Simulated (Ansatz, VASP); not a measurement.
# Cross-check of BHN (BN(111) slab, H on both faces) between VASP and Ansatz, part 2 of 2

Aim: how closely do two programs agree when they are given the same cell, functional and k mesh? Of the first pair: The structure shown is the start of the Ansatz relaxation below; VASP solves that cell, so the two are compared at the walk's first step.

VASP 6.6.1 and Ansatz 0.2.0.

So far: Set-up; Ansatz: relaxation, LDA.

### Step 3. VASP: single point, LDA, start cell, pair 1

Level of this step: LDA; plane waves and PAW (B, N, H) (VASP).

The same cell, functional (in two slightly different forms), mesh and smearing now go to VASP, with its own data sets.

Lines of VASP's logs that name or quote its potential files are left out, and so is its time.

Contents of INCAR:

```
SYSTEM = BHN
PREC = Accurate
ENCUT = 520
EDIFF = 1E-06
NELM = 120
ISMEAR = -1
SIGMA = 0.025
LREAL = Auto
ALGO = Normal
GGA = PW92
NBANDS = 330
LORBIT = 11
LWAVE = .FALSE.
LCHARG = .FALSE.
ISIF = 2
LASPH = .TRUE.
GGA_COMPAT = .FALSE.
EFERMI = MIDGAP
```

Contents of POSCAR:

```
BHN
1.0
   12.7844900000      0.0000000000      0.0000000000
    6.3922500000     11.0716900000      0.0000000000
    0.0000000000      0.0000000000     16.8196200000
B N H
50 50 50
Direct
    0.1295036789      0.1388496246      0.4496177678
    0.0679533419      0.0643984794      0.5738298487
    0.1354918618      0.3316837809      0.4445403642
    0.0674514895      0.2650814826      0.5735206860
    0.1348342578      0.5337577190      0.4484286803
    0.0641058458      0.4679321766      0.5709582024
    0.1314326186      0.7318394933      0.4486783887
    0.0668927911      0.6679197123      0.5742995383
    0.1379874400      0.9340218160      0.4505095835
    0.0663760382      0.8649718336      0.5741390115
    0.3320057532      0.1353632553      0.4483870623
    0.2643108688      0.0676319514      0.5719094724
    0.3330292339      0.3342940418      0.4488329701
    0.2642693900      0.2680981856      0.5734374498
    0.3301304000      0.5345615710      0.4476795552
    0.2646586182      0.4680315291      0.5723078167
    0.3347523307      0.7358226251      0.4486783887
    0.2640806657      0.6678655201      0.5729974875
    0.3339399798      0.9349521166      0.4472574291
    0.2659265535      0.8678891840      0.5714516737
    0.5347506806      0.1300614450      0.4457591789
    0.4679871256      0.0641907423      0.5742817020
    0.5329098383      0.3329843953      0.4475784827
    0.4709475543      0.2660840396      0.5724980707
    0.5330622401      0.5355189677      0.4501588026
    0.4693240033      0.4671644528      0.5716894912
    0.5344823087      0.7342510493      0.4492788779
    0.4643045275      0.6673868217      0.5714695100
    0.5322789665      0.9322515352      0.4476795552
    0.4656003697      0.8676814470      0.5722126897
[... 114 atom lines left out ...]
    0.7977315796      0.3997041102      0.3600675877
    0.8659049097      0.4639129166      0.6447291913
    0.8020231761      0.5993574603      0.3563695256
    0.8658995036      0.6693287113      0.6438789937
    0.7987406777      0.7990469386      0.3555074371
    0.8658063871      0.8678801520      0.6457399156
```

Contents of KPOINTS:

```
Automatic mesh
0
Gamma
1 1 1
0 0 0
```

Potentials, in the order of the species: B, N and H (LDA family, release 64).

On the command line:

```console
> export OMP_NUM_THREADS=3
> mpirun -np 1 vasp_gam
```

Numbers of over 12 decimals in the logs are rounded to 6 here.

The log of the run:

```text
[banner, memory and clock lines left out]
running    1 mpi-ranks, on    1 nodes
[...]
Offloading initialized ...    1 GPUs detected
[...]
|                                                                             |
|               ----> ADVICE to this user running VASP <----                  |
|                                                                             |
|     You enforced a specific xc type in the INCAR file but a different       |
|     [... a line on the potential file left out ...]
|     I HOPE YOU KNOW WHAT YOU ARE DOING!                                     |
|                                                                             |

 LDA part: xc-table for (Slater(with rela. corr.)+PW92), standard interpolation
 POSCAR, INCAR and KPOINTS ok, starting setup
[...]
entering main loop
       N       E                     dE             d eps       ncg     rms          rms(c)
DAV:   1     0.461499192548E+04    0.46150E+04   -0.21726E+05   676   0.121E+03
DAV:   2    -0.543517742196E+03   -0.51585E+04   -0.48717E+04   928   0.307E+02
DAV:   3    -0.120308141372E+04   -0.65956E+03   -0.65463E+03   840   0.121E+02
DAV:   4    -0.122554119220E+04   -0.22460E+02   -0.22399E+02   848   0.236E+01
[...]
DAV:  26    -0.112123913567E+04   -0.12086E-05   -0.91589E-08   568   0.497E-04    0.362E-04
DAV:  27    -0.112123913696E+04   -0.12865E-05   -0.12321E-07   512   0.453E-04    0.203E-04
DAV:  28    -0.112123913793E+04   -0.96572E-06   -0.45028E-08   528   0.234E-04
   1 F= -.11212391E+04 E0= -.11212391E+04  d E =-.478145E-09
```

Parts of OUTCAR (step 3):

```text
  FREE ENERGIE OF THE ION-ELECTRON SYSTEM (eV)
  ---------------------------------------------------
  free  energy   TOTEN  =     -1121.2391379262 eV

  energy  without entropy=    -1121.2391379257  energy(sigma->0) =    -1121.23913793
```

### Step 4. Differences

Known differences besides the potentials themselves: the two LDA forms differ slightly; the cutoff is 420 eV in Ansatz and 520 eV in VASP (PREC = Accurate, projectors in real space); VASP's log shows a relativistic correction to its local exchange, Ansatz's none. Total energies have different zeros and are not compared.

Forces on 7 of the 150 atoms, those with the largest forces and the largest differences (eV/Å; atoms numbered as in POSCAR):

```csv
atom,"Ansatz x, y, z","VASP x, y, z"
N54,"0.108, -0.982, -3.258","0.106, -0.981, -3.260"
N60,"-0.925, 0.523, -3.261","-0.931, 0.523, -3.259"
N75,"0.474, -0.563, 6.550","0.477, -0.564, 6.630"
N95,"0.120, -0.623, 4.628","0.124, -0.622, 4.673"
N98,"2.054, 0.197, -3.051","2.060, 0.196, -3.045"
H125,"-0.044, -0.056, -6.118","-0.045, -0.058, -6.226"
H145,"-0.109, 0.016, -4.255","-0.112, 0.015, -4.325"
```

The forces differ by 17 meV/Å r.m.s., which is 1.6 % of the r.m.s. force of 1.040 eV/Å (both taken over all components). With vacuum in the cell, a pressure given here is an average over mostly empty space and none of the material.

### Step 5. Ansatz: relaxation, LDA

This run makes the geometry at which the two programs are then compared.

The structure compared here is the end of the Ansatz relaxation.

Contents of input.yaml:

```yaml
crystal:
  lattice:
    - [12.78449, 0.0, 0.0]
    - [6.39225, 11.07169, 0.0]
    - [0.0, 0.0, 16.81962]
  atoms:
    - { symbol: B, position: [0.1295, 0.13885, 0.44962] }
    - { symbol: "N", position: [0.00049, 0.99988, 0.41839] }
    - { symbol: B, position: [0.06795, 0.0644, 0.57383] }
    - { symbol: "N", position: [0.13342, 0.13304, 0.54183] }
    - { symbol: B, position: [0.13549, 0.33168, 0.44454] }
    - { symbol: "N", position: [0.00255, 0.19823, 0.41733] }
    - { symbol: B, position: [0.06745, 0.26508, 0.57352] }
    - { symbol: "N", position: [0.13165, 0.33586, 0.54423] }
    - { symbol: B, position: [0.13483, 0.53376, 0.44843] }
    - { symbol: "N", position: [0.00126, 0.39914, 0.41835] }
    - { symbol: B, position: [0.06411, 0.46793, 0.57096] }
    - { symbol: "N", position: [0.13317, 0.53404, 0.54204] }
    - { symbol: B, position: [0.13143, 0.73184, 0.44868] }
    - { symbol: "N", position: [0.00056, 0.60199, 0.41824] }
    - { symbol: B, position: [0.06689, 0.66792, 0.5743] }
    - { symbol: "N", position: [0.1325, 0.73302, 0.54149] }
    - { symbol: B, position: [0.13799, 0.93402, 0.45051] }
    - { symbol: "N", position: [0.99962, 0.80424, 0.4167] }
    - { symbol: B, position: [0.06638, 0.86497, 0.57414] }
    - { symbol: "N", position: [0.13609, 0.93145, 0.54499] }
    - { symbol: B, position: [0.33201, 0.13536, 0.44839] }
    - { symbol: "N", position: [0.20005, 0.00016, 0.41886] }
    - { symbol: B, position: [0.26431, 0.06763, 0.57191] }
    - { symbol: "N", position: [0.33302, 0.13296, 0.53895] }
    - { symbol: B, position: [0.33303, 0.33429, 0.44883] }
    - { symbol: "N", position: [0.2025, 0.19832, 0.41654] }
    - { symbol: B, position: [0.26427, 0.2681, 0.57344] }
    - { symbol: "N", position: [0.33569, 0.33328, 0.54273] }
    - { symbol: B, position: [0.33013, 0.53456, 0.44768] }
    - { symbol: "N", position: [0.20125, 0.39965, 0.41719] }
    - { symbol: B, position: [0.26466, 0.46803, 0.57231] }
    - { symbol: "N", position: [0.33209, 0.53236, 0.54106] }
    - { symbol: B, position: [0.33475, 0.73582, 0.44868] }
    - { symbol: "N", position: [0.19939, 0.60159, 0.41565] }
    - { symbol: B, position: [0.26408, 0.66787, 0.573] }
    - { symbol: "N", position: [0.3344, 0.73408, 0.54228] }
    - { symbol: B, position: [0.33394, 0.93495, 0.44726] }
    - { symbol: "N", position: [0.1987, 0.79951, 0.41744] }
    - { symbol: B, position: [0.26593, 0.86789, 0.57145] }
    - { symbol: "N", position: [0.33379, 0.93186, 0.54041] }
    - { symbol: B, position: [0.53475, 0.13006, 0.44576] }
    - { symbol: "N", position: [0.39868, 0.9995, 0.41648] }
    - { symbol: B, position: [0.46799, 0.06419, 0.57428] }
    - { symbol: "N", position: [0.53244, 0.13616, 0.54109] }
    - { symbol: B, position: [0.53291, 0.33298, 0.44758] }
    - { symbol: "N", position: [0.39839, 0.19884, 0.41736] }
    - { symbol: B, position: [0.47095, 0.26608, 0.5725] }
    - { symbol: "N", position: [0.53224, 0.33377, 0.53992] }
    - { symbol: B, position: [0.53306, 0.53552, 0.45016] }
    - { symbol: "N", position: [0.39656, 0.40242, 0.41463] }
    - { symbol: B, position: [0.46933, 0.46716, 0.57169] }
    - { symbol: "N", position: [0.5326, 0.53248, 0.53797] }
    - { symbol: B, position: [0.53448, 0.73425, 0.44928] }
    - { symbol: "N", position: [0.401, 0.60123, 0.41823] }
    - { symbol: B, position: [0.4643, 0.66739, 0.57147] }
    - { symbol: "N", position: [0.53157, 0.7374, 0.54165] }
    - { symbol: B, position: [0.53228, 0.93225, 0.44768] }
    - { symbol: "N", position: [0.40174, 0.80055, 0.41666] }
    - { symbol: B, position: [0.4656, 0.86768, 0.57221] }
    - { symbol: "N", position: [0.53158, 0.93387, 0.54232] }
    - { symbol: B, position: [0.73195, 0.13519, 0.44952] }
    - { symbol: "N", position: [0.6007, 0.99813, 0.41722] }
    - { symbol: B, position: [0.66949, 0.06548, 0.57205] }
    - { symbol: "N", position: [0.7335, 0.13394, 0.53953] }
    - { symbol: B, position: [0.73426, 0.3339, 0.45] }
    - { symbol: "N", position: [0.60003, 0.19876, 0.41791] }
    - { symbol: B, position: [0.66542, 0.26764, 0.57106] }
    - { symbol: "N", position: [0.73433, 0.3322, 0.54248] }
    - { symbol: B, position: [0.73293, 0.53596, 0.44871] }
    - { symbol: "N", position: [0.5969, 0.40271, 0.41738] }
    - { symbol: B, position: [0.66519, 0.46781, 0.57332] }
    - { symbol: "N", position: [0.73314, 0.53307, 0.54288] }
    - { symbol: B, position: [0.73059, 0.7357, 0.44734] }
    - { symbol: "N", position: [0.60171, 0.59814, 0.41836] }
    - { symbol: B, position: [0.66803, 0.66696, 0.57053] }
    - { symbol: "N", position: [0.73343, 0.73434, 0.5391] }
    - { symbol: B, position: [0.73712, 0.92946, 0.44845] }
    - { symbol: "N", position: [0.60013, 0.80158, 0.41645] }
    - { symbol: B, position: [0.66607, 0.86908, 0.57357] }
    - { symbol: "N", position: [0.73384, 0.9336, 0.54322] }
    - { symbol: B, position: [0.9341, 0.13425, 0.44736] }
    - { symbol: "N", position: [0.79783, 0.99985, 0.41599] }
    - { symbol: B, position: [0.86436, 0.06807, 0.57215] }
    - { symbol: "N", position: [0.93168, 0.13448, 0.54109] }
    - { symbol: B, position: [0.9353, 0.33138, 0.4468] }
    - { symbol: "N", position: [0.79706, 0.20083, 0.41623] }
    - { symbol: B, position: [0.86549, 0.26672, 0.57239] }
    - { symbol: "N", position: [0.9365, 0.33297, 0.54328] }
    - { symbol: B, position: [0.93199, 0.53472, 0.44942] }
    - { symbol: "N", position: [0.80027, 0.4018, 0.4165] }
    - { symbol: B, position: [0.86589, 0.46642, 0.57204] }
    - { symbol: "N", position: [0.93237, 0.53392, 0.54068] }
    - { symbol: B, position: [0.93244, 0.73449, 0.45039] }
    - { symbol: "N", position: [0.79912, 0.60085, 0.41856] }
    - { symbol: B, position: [0.86804, 0.66494, 0.57166] }
    - { symbol: "N", position: [0.92948, 0.7337, 0.54458] }
    - { symbol: B, position: [0.93525, 0.93348, 0.44889] }
    - { symbol: "N", position: [0.79921, 0.79962, 0.41795] }
    - { symbol: B, position: [0.8668, 0.86695, 0.57369] }
    - { symbol: "N", position: [0.93117, 0.93668, 0.54152] }
    - { symbol: H, position: [0.99834, 0.00081, 0.35663] }
    - { symbol: H, position: [0.06922, 0.06582, 0.64174] }
    - { symbol: H, position: [0.00057, 0.1992, 0.35384] }
    - { symbol: H, position: [0.06748, 0.26913, 0.64531] }
    - { symbol: H, position: [0.99944, 0.40105, 0.35729] }
    - { symbol: H, position: [0.06627, 0.46883, 0.64668] }
    - { symbol: H, position: [0.9984, 0.60024, 0.35607] }
    - { symbol: H, position: [0.06616, 0.66893, 0.64212] }
    - { symbol: H, position: [0.00453, 0.79788, 0.35606] }
    - { symbol: H, position: [0.06735, 0.86766, 0.64089] }
    - { symbol: H, position: [0.1979, 0.00043, 0.35568] }
    - { symbol: H, position: [0.2667, 0.06797, 0.64162] }
    - { symbol: H, position: [0.20043, 0.19899, 0.35618] }
    - { symbol: H, position: [0.26664, 0.26727, 0.6427] }
    - { symbol: H, position: [0.19804, 0.40129, 0.35699] }
    - { symbol: H, position: [0.26925, 0.46363, 0.64257] }
    - { symbol: H, position: [0.20227, 0.59856, 0.35487] }
    - { symbol: H, position: [0.26391, 0.66819, 0.64292] }
    - { symbol: H, position: [0.20253, 0.79924, 0.35668] }
    - { symbol: H, position: [0.26671, 0.86902, 0.64522] }
    - { symbol: H, position: [0.39996, 0.00145, 0.3559] }
    - { symbol: H, position: [0.46618, 0.06785, 0.64344] }
    - { symbol: H, position: [0.39988, 0.20114, 0.35587] }
    - { symbol: H, position: [0.46617, 0.26543, 0.64223] }
    - { symbol: H, position: [0.39656, 0.4016, 0.35976] }
    - { symbol: H, position: [0.46496, 0.46826, 0.64475] }
    - { symbol: H, position: [0.40389, 0.59441, 0.35657] }
    - { symbol: H, position: [0.46643, 0.66957, 0.64129] }
    - { symbol: H, position: [0.39514, 0.80297, 0.35686] }
    - { symbol: H, position: [0.46359, 0.86939, 0.64406] }
    - { symbol: H, position: [0.59976, 0.00102, 0.35687] }
    - { symbol: H, position: [0.66588, 0.06595, 0.64217] }
    - { symbol: H, position: [0.60125, 0.20025, 0.3594] }
    - { symbol: H, position: [0.66804, 0.26566, 0.64207] }
    - { symbol: H, position: [0.60096, 0.39906, 0.35777] }
    - { symbol: H, position: [0.66528, 0.4658, 0.64309] }
    - { symbol: H, position: [0.59773, 0.59845, 0.35734] }
    - { symbol: H, position: [0.668, 0.66723, 0.64237] }
    - { symbol: H, position: [0.59976, 0.80417, 0.35622] }
    - { symbol: H, position: [0.66724, 0.86707, 0.64402] }
    - { symbol: H, position: [0.80081, 0.99885, 0.35704] }
    - { symbol: H, position: [0.87065, 0.06536, 0.64396] }
    - { symbol: H, position: [0.80118, 0.2001, 0.35585] }
    - { symbol: H, position: [0.86528, 0.26655, 0.64374] }
    - { symbol: H, position: [0.79773, 0.3997, 0.36007] }
    - { symbol: H, position: [0.86591, 0.46391, 0.64473] }
    - { symbol: H, position: [0.80202, 0.59936, 0.35637] }
    - { symbol: H, position: [0.8659, 0.66933, 0.64388] }
    - { symbol: H, position: [0.79874, 0.79905, 0.35551] }
    - { symbol: H, position: [0.86581, 0.86788, 0.64574] }
kpoints:
  mp_grid: { grid: [1, 1, 1] }
hamiltonian:
  xc: lda
scf:
  occupations: { method: fermi_dirac, width: 0.025 }
output:
  forces: true
relax:
  f_tol: 0.05
  max_steps: 120
```

On the command line:

```console
> ansatz run input.yaml --threads 4 --pin off --max-ram 8192MiB --backend cpu --events-out ev --progress --plain --runs-dir out
```

The log of the run:

```text
[...]
Crystal: 150 atoms, lattice volume = 2380.748 Å³
Basis set: ecut = 420 eV, 46521 PW (Γ)
Bands: 375, of which v1, the nominal top of the filled ones, is band 225 counted from 1 (224 counted from 0)
Symmetry: 1 space group operations
[...]
k-points: 1
[...]
SCF iter   1: F=—  HF=-27080.990283 eV  |F-HF|=—  |Δ(HF+E_count)|=         —  Δρ=7.52e-3  dr2=5.50e0  ethr=1.77e-3  ⟨swp⟩=9.0  Hψ=2256  notcnv=0  defer=105
[...]
- { symbol: H, position: [0.066542, 0.066996, 0.643273] }
    - { symbol: H, position: [-0.000127561, 0.200386, 0.357067] }
    - { symbol: H, position: [0.066519, 0.267014, 0.643287] }
    - { symbol: H, position: [0.999859, 0.400360, 0.357077] }
    - { symbol: H, position: [0.066505, 0.467061, 0.643285] }
    - { symbol: H, position: [0.999861, 0.600337, 0.357064] }
    - { symbol: H, position: [0.066536, 0.667056, 0.643269] }
[...]
- { symbol: H, position: [0.799880, 0.600344, 0.357060] }
    - { symbol: H, position: [0.866514, 0.667059, 0.643271] }
    - { symbol: H, position: [0.799874, 0.800345, 0.357049] }
    - { symbol: H, position: [0.866524, 0.867035, 0.643260] }
```

### Step 6. VASP: single point, LDA, relaxed cell, pair 2

The same cell, functional (in two slightly different forms), mesh and smearing now go to VASP, with its own data sets.

INCAR is that of step 3.

Contents of POSCAR:

```
BHN
1.0
   12.7844900000      0.0000000000      0.0000000000
    6.3922500000     11.0716900000      0.0000000000
    0.0000000000      0.0000000000     16.8196200000
B N H
50 50 50
Direct
    0.1331900000      0.1337000000      0.4503700000
    0.0665400000      0.0670200000      0.5715600000
    0.1331900000      0.3337000000      0.4503900000
    0.0665200000      0.2670300000      0.5715800000
    0.1331900000      0.5336900000      0.4503700000
    0.0665200000      0.4670400000      0.5715800000
    0.1332000000      0.7336900000      0.4503500000
    0.0665300000      0.6670400000      0.5715600000
    0.1332100000      0.9336900000      0.4503500000
    0.0665400000      0.8670200000      0.5715500000
    0.3331900000      0.1337000000      0.4503700000
    0.2665300000      0.0670300000      0.5715600000
    0.3331900000      0.3337000000      0.4503700000
    0.2665400000      0.2670300000      0.5715700000
    0.3332000000      0.5336900000      0.4503600000
    0.2665300000      0.4670300000      0.5715700000
    0.3332000000      0.7336900000      0.4503500000
    0.2665300000      0.6670300000      0.5715500000
    0.3332000000      0.9337000000      0.4503600000
    0.2665400000      0.8670200000      0.5715500000
    0.5332000000      0.1337000000      0.4503600000
    0.4665400000      0.0670300000      0.5715600000
    0.5332000000      0.3336900000      0.4503600000
    0.4665300000      0.2670300000      0.5715600000
    0.5332000000      0.5336900000      0.4503500000
    0.4665400000      0.4670200000      0.5715500000
    0.5332000000      0.7337000000      0.4503500000
    0.4665300000      0.6670300000      0.5715500000
    0.5331900000      0.9337000000      0.4503500000
    0.4665300000      0.8670300000      0.5715500000
[... 114 atom lines left out ...]
    0.7998900000      0.4003400000      0.3570700000
    0.8665000000      0.4670500000      0.6432800000
    0.7998800000      0.6003400000      0.3570600000
    0.8665100000      0.6670600000      0.6432700000
    0.7998700000      0.8003400000      0.3570500000
    0.8665200000      0.8670400000      0.6432600000
```

KPOINTS is that of step 3.

On the command line:

```console
> export OMP_NUM_THREADS=3
> mpirun -np 1 vasp_gam
```

The log of the run:

```text
[banner, memory and clock lines left out]
running    1 mpi-ranks, on    1 nodes
[...]
Offloading initialized ...    1 GPUs detected
[...]
[... a notice as in an earlier step ...]

 LDA part: xc-table for (Slater(with rela. corr.)+PW92), standard interpolation
 POSCAR, INCAR and KPOINTS ok, starting setup
[...]
entering main loop
       N       E                     dE             d eps       ncg     rms          rms(c)
DAV:   1     0.463269454367E+04    0.46327E+04   -0.21729E+05   676   0.121E+03
DAV:   2    -0.547496060528E+03   -0.51802E+04   -0.48823E+04   944   0.307E+02
DAV:   3    -0.120534678223E+04   -0.65785E+03   -0.65297E+03   848   0.121E+02
DAV:   4    -0.122746629610E+04   -0.22120E+02   -0.22066E+02   856   0.231E+01
[...]
DAV:  25    -0.112592640708E+04   -0.49305E-05   -0.50984E-07   560   0.807E-04    0.415E-04
DAV:  26    -0.112592640875E+04   -0.16716E-05   -0.24877E-07   518   0.513E-04    0.296E-04
DAV:  27    -0.112592640930E+04   -0.54660E-06   -0.38940E-08   528   0.224E-04
   1 F= -.11259264E+04 E0= -.11259264E+04  d E =-.673157E-11
```

OUTCAR, selected parts (step 6):

```text
  FREE ENERGIE OF THE ION-ELECTRON SYSTEM (eV)
  ---------------------------------------------------
  free  energy   TOTEN  =     -1125.9264092957 eV

  energy  without entropy=    -1125.9264092957  energy(sigma->0) =    -1125.92640930
```

### Step 7. Differences

Compared:

```csv
quantity,Ansatz,VASP,difference
gap on the k mesh (eV),1.367,1.358,+0.008
```

At this near-relaxed geometry the largest component of a force difference is 57 meV/Å. A gap on the mesh is an upper bound, since the band edges may lie between its points. With vacuum in the cell, a pressure given here is an average over mostly empty space and none of the material.

### Step 8. Summary of results

| Quantity | Value |
| --- | --- |
| r.m.s. force difference (single point, LDA, start cell, pair 1) | 1.6 % of the r.m.s. force |
| r.m.s. force difference (single point, LDA, relaxed cell, pair 2) | 16 meV/Å |

What this shows: The r.m.s. force difference is 16 meV/Å (single point, LDA, relaxed cell, pair 2), beyond the 12 meV/Å picked in this series as the mark of a large difference. What causes the difference of the single point, LDA, relaxed cell, pair 2 pair stays open here. Such differences can come from data sets, numerical settings and the points named under the comparisons, not from the functional's error against experiment.

[Lines on the potential files, build, host, timing and source positions are cut from VASP's logs without a mark.]

[Logs are printed without paths, hosts, clocks, repeated set-up lines and the standing remarks that a program may print on its own settings, such as how far it seeks lower states.]

[Hosts, paths, dates, database ids (printed as entryN), source tags and the programs' standing remarks are cut or masked in the printed files.]
